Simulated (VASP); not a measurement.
# AlH₃S, relaxation of the atoms: which settings are enough?

AlH₃S, molecule in box, 5 atoms in the cell. PBE, relaxation of the atoms; PAW potentials Al, S, H (PBE set). VASP 6.6.1.

Wanted: energy within 1 meV/atom; two shortest distances of each atom within 0.01 Å.

POSCAR:
```
AlH3S
1.0
   13.0000000000      0.0000000000      0.0000000000
    0.0000000000     11.0000000000      0.0000000000
    0.0000000000      0.0000000000     12.0000000000
Al S H
1 1 3
Direct
    0.4583600000      0.4964230000      0.5073650000
    0.5838190000      0.4715960000      0.6145600000
    0.3486110000      0.4416450000      0.5519620000
    0.4715470000      0.5605360000      0.3940560000
    0.6507320000      0.5222220000      0.5385660000
```

The series start from Force threshold EDIFFG (eV/Å): -0.02; Electronic threshold EDIFF (eV): 1e-6; Relaxation method: conjugate gradient, POTIM 0.5; Mixing and least electronic steps: default. Each series keeps the choices made before it, and each single choice may use up half of a tolerance.

## Force threshold EDIFFG (eV/Å)

| Force threshold EDIFFG (eV/Å) | Energy less reference (meV/atom) | Two shortest distances of each atom, largest deviation (Å) | Time (s) |
|---|---|---|---|
| -0.1 | 0.7 | 0.048 | 14 |
| -0.05 | 0.2 | 0.009 | 24 |
| -0.03 | 0.2 | 0.009 | 22 |
| -0.02 | 0.0 | 0.003 | 32 |
| -0.01 | 0.0 | 0.000 | 35 |
| -0.005 | 0.0 | 0.000 | 37 |
| -0.002 (reference) | 0.0 | 0.000 | 40 |

Chosen: -0.02, the loosest value from which every tighter one stays within half of the tolerance.

## Electronic threshold EDIFF (eV)

| Electronic threshold EDIFF (eV) | Energy less reference (meV/atom) | Two shortest distances of each atom, largest deviation (Å) | Time (s) |
|---|---|---|---|
| 0.001 | 0.0 | 0.009 | 20 |
| 0.0001 | 0.0 | 0.002 | 23 |
| 1e-5 | 0.0 | 0.002 | 24 |
| 1e-6 | 0.0 | 0.001 | 32 |
| 1e-7 (reference) | 0.0 | 0.000 | 49 |

Chosen: 0.0001.

## Relaxation method

| Relaxation method | Energy less reference (meV/atom) | Two shortest distances of each atom, largest deviation (Å) | Time (s) |
|---|---|---|---|
| conjugate gradient, POTIM 0.5 | 0.0 | 0.000 | 23 |
| conjugate gradient, POTIM 0.2 | 0.0 | 0.005 | 17 |
| conjugate gradient, POTIM 1.0 | 0.0 | 0.004 | 20 |
| quasi-Newton, POTIM 0.5 | 0.1 | 0.010 | 10 |
| quasi-Newton, POTIM 0.3, 10 steps kept | 0.0 | 0.007 | 9.0 |
| quasi-Newton, POTIM 0.5, at least 5 electronic steps | 0.1 | 0.012 | 11 |
| damped dynamics, POTIM 0.2, SMASS 0.4 | 0.0 | 0.003 | 17 |
| damped dynamics, POTIM 0.4, SMASS 0.8 | no result | no result | 91 |
| velocity quench, POTIM 0.1 | 0.1 | 0.013 | 21 |

Chosen: conjugate gradient, POTIM 0.5; no other choice that stays within half of the tolerance saves 30 % of the time.

## Mixing and least electronic steps

| Mixing and least electronic steps | Energy less reference (meV/atom) | Two shortest distances of each atom, largest deviation (Å) | Time (s) |
|---|---|---|---|
| default | 0.0 | 0.000 | 23 |
| MAXMIX 40 | 0.0 | 0.002 | 21 |
| NELMIN 4 | 0.0 | 0.004 | 24 |
| NELMIN 4, MAXMIX 40 | 0.0 | 0.002 | 28 |
| ALGO Fast | 0.0 | 0.003 | 28 |

Chosen: default.

## All choices together

| Input | Energy less reference (meV/atom) | Two shortest distances of each atom, largest deviation (Å) | Time (s) |
|---|---|---|---|
| program defaults (naive) | 0.6 | 0.038 | 9.2 |
| chosen settings | 0.1 | 0.003 | 23 |
| reference settings throughout | 0.0 | 0.000 | 159 |

The tolerance is met.

## The input

INCAR:
```
  PREC = Normal
  ENCUT = 300
  EDIFF = 1E-4
  ISMEAR = 0
  SIGMA = 0.01
  ISYM = 0
  LREAL = F
  LASPH = T
  NELM = 100
  ALGO = Normal
  LWAVE = F
  LCHARG = F
  IBRION = 2
  NSW = 150
  ISIF = 2
  EDIFFG = -0.02
  POTIM = 0.5
  KPAR = 1
```

KPOINTS:
```
k-points
0
Gamma
  1 1 1
```

Commands:
```
cat potpaw_PBE.64/Al/POTCAR potpaw_PBE.64/S/POTCAR potpaw_PBE.64/H/POTCAR > POTCAR
mpirun -np 4 vasp_gam > vasp.out
```

The chosen input took VASP 6.6.1 23 s on 4 cores (AMD EPYC 9R45 (Zen 5)), a shared host.

## An input that fails: ionic step far too long

What the run shows: internal error in: us.F  at line: 1398 internal ERROR SETYLM_AUG: -12 71 1957 100 -13 70 70 If you are not a developer, you should not encounter this problem. Please submit a bug report.

Changes against the starting input:
```
- NELM = 100
- IBRION = 2
- NSW = 150
- POTIM = 0.5
+ NELM = 60
+ IBRION = 3
+ NSW = 30
+ POTIM = 5.0
+ SMASS = 0.4
```
